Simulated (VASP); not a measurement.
Input for VASP

KPOINTS:
```
Regular mesh
0
Gamma
 13 13 13
0 0 0
```

POSCAR:
```
CuZn
1
    2.7799686835     0.0000000000     0.0000000000
    0.0000000000     2.7799686835    -0.0000000000
    0.0000000000    -0.0000000000     2.7799686835
Zn Cu
1 1
Direct
  0.5000000000   0.5000000000   0.5000000000
  0.0000000000   0.0000000000   0.0000000000
```

**INCAR**
```
LMAXMIX = 4   # l cut-off of mixed one-centre charges
ENCUT = 500   # plane-wave cut-off (eV)
LCHARG = .False.
LASPH = .True.   # aspherical one-centre terms
NSW = 40   # most ionic steps
LREAL = .False.
PREC = Accurate
EDIFF = 1E-6   # SCF stop (eV)
SYSTEM = CuZn
EDIFFG = -0.02
SIGMA = 0.1
ISMEAR = 1   # Methfessel-Paxton
ISIF = 3
ALGO = Normal   # blocked Davidson
IBRION = 2   # conjugate gradients
NELM = 100
LWAVE = .False.
PSTRESS = 200   # kbar
```

POTCAR, in this order: Zn Cu (LDA.64 set). Program: vasp_std.

### Question
Translate this LDA calculation to Ansatz.

### Answer
One equivalent input (not run):
Ansatz 0.2 input:
```yaml
crystal:
  lattice:
    - [2.7799687, 0.0000000, 0.0000000]
    - [0.0000000, 2.7799687, 0.0000000]
    - [0.0000000, 0.0000000, 2.7799687]
  atoms:
    - { symbol: Zn, position: [0.5000000, 0.5000000, 0.5000000] }
    - { symbol: Cu, position: [0.0000000, 0.0000000, 0.0000000] }
kpoints:
  mp_grid: { grid: [13, 13, 13] }
hamiltonian:
  xc: lda
  pseudopotentials: { kind: paw }
scf:
  occupations: { method: methfessel_paxton, width: 0.1 }
  max_iter: 100
relax:
  max_steps: 40
  f_tol: 0.02
  cell: { p_target: 20 }
output: { forces: true, stress: true, eigenvalues: true }
```
Limits of the translation: each code has its own PAW files, so the cut-off isn't converted (ENCUT is set for VASP's; basis.ecutwfc is left out, and Ansatz then takes the one that its files recommend); Ansatz stops its SCF on the density residual and VASP on the energy change (EDIFF); Ansatz's lda is the Perdew-Wang form, while the LDA potentials of VASP carry Perdew-Zunger's.

The compound is CuZn in the CsCl type structure. It was relaxed first under an external pressure of 20 GPa.
